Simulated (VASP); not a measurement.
All values below come from PBE GGA, VASP's PBE PAW potentials (set 64) (plane waves; VASP).

A VASP calculation is set up with these files.

**POSCAR**
```
Pt2C
1
    3.0116670000     0.0000000000     0.0000000000
   -1.5058330000     2.6081800000     0.0000000000
    0.0000000000     0.0000000000     4.8584440000
C Pt
1 2
Direct
  0.0234100000   0.0010370000  -0.0004880000
  0.3294650000   0.6778300000   0.2468230000
  0.6471250000   0.3211340000   0.7536660000
```

File KPOINTS:
```
Automatic
0
G
  9 9 5
0 0 0
```

### INCAR
```
ALGO=Normal
EDIFF=1E-6
ENCUT=400
GGA=PE
ISIF=2
ISMEAR=0
LASPH=.True.
LCHARG=.False.
LMAXMIX=6
LREAL=.False.
LWAVE=.False.
NELM=100
PREC=Accurate
SIGMA=0.136
SYSTEM=Pt2C
```

POTCAR, in this order: C Pt (PBE.64 set). Program: vasp_std.

At this cut-off the stress carries a Pulay error, which pulls relaxed volumes low. Unless said otherwise, spin-orbit coupling is left out, though it shifts the bands of the heavy elements here.

Q: What does the run give for the energy per atom (σ→0), pressure, largest force, band gap (on the k-mesh)?

A: 
* **energy per atom (σ→0)**: -6.326 eV/atom
* **band gap (on the k-mesh)**: none (metal, semimetal or under 0.01 eV)
* **pressure**: 10.68 GPa
* **largest force**: 1.604 eV/Å

### OSZICAR
```
...
DAV:   7    -0.190198655567E+02    0.17870E+00   -0.13829E+00  7088   0.946E+00    0.843E+00
DAV:   8    -0.189895137726E+02    0.30352E-01   -0.12134E-01  7216   0.287E+00    0.543E-01
DAV:   9    -0.189839183811E+02    0.55954E-02   -0.23031E-02  7352   0.107E+00    0.184E-01
DAV:  10    -0.189839860821E+02   -0.67701E-04   -0.26286E-03  6976   0.448E-01    0.619E-02
DAV:  11    -0.189839850046E+02    0.10775E-05   -0.11962E-04  8520   0.123E-01    0.373E-02
DAV:  12    -0.189839853212E+02   -0.31661E-06   -0.19357E-05  7832   0.480E-02    0.946E-03
DAV:  13    -0.189839854023E+02   -0.81071E-07   -0.25939E-06  5536   0.139E-02
   1 F= -.18983985E+02 E0= -.18978695E+02  d E =-.105811E-01
```

The structure was generated: Pt2C was put into an ordered model structure, which need not be its known phase. The cell was not relaxed at this level, atoms are displaced from their ideal sites.
